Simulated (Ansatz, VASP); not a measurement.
**One calculation of TeP2, two programs**

```
Te P
1.0
     1.63684   -8.14397    0.00000
     1.63684    8.14397    0.00000
     0.00000    0.00000    2.78113
Te P
1 2
Direct
  0.50000 0.50000 0.00000
  0.79574 0.20426 0.00000
  0.20426 0.79574 0.00000
```

Alike in both runs: functional PBE; k mesh 6 × 6 × 6; occupations gaussian, width 0.1 eV; no spin polarisation.

Ansatz relaxed the structure, and its values are those at the end. VASP's run is a single point on that final structure, the one shown.

|  | VASP | Ansatz |
| --- | --- | --- |
| version | VASP 6.6.1 | Ansatz 0.2.0 |
| potentials or method | VASP PAW PBE potentials, release 64 (Te, P) | scalar-relativistic, plane waves, PAW |
| plane-wave cutoff (eV) | 520 | 420 |
| valence electrons in the cell | 16 | 26 |

|  | VASP | Ansatz | Ansatz less VASP |
| --- | --- | --- | --- |
| gap on the k mesh at the Fermi level (eV) | none | none | - |
| pressure (GPa) | -0.1 | 0.1 | +0.15 |
| rms of the force components (eV/Å) | 0.028 | 0.006 | -0.0218 |

A gap of «none» marks a metal or a gap that the smearing closes. With one functional, cell and mesh, what is left measures potentials, basis and numerics. The two sets of potentials don't hold the same shells in valence.

Caveats: the k mesh is coarse (spacing up to 0.38 Å⁻¹), so the values aren't converged. The runs have no spin-orbit coupling, so splittings on Te are missing.
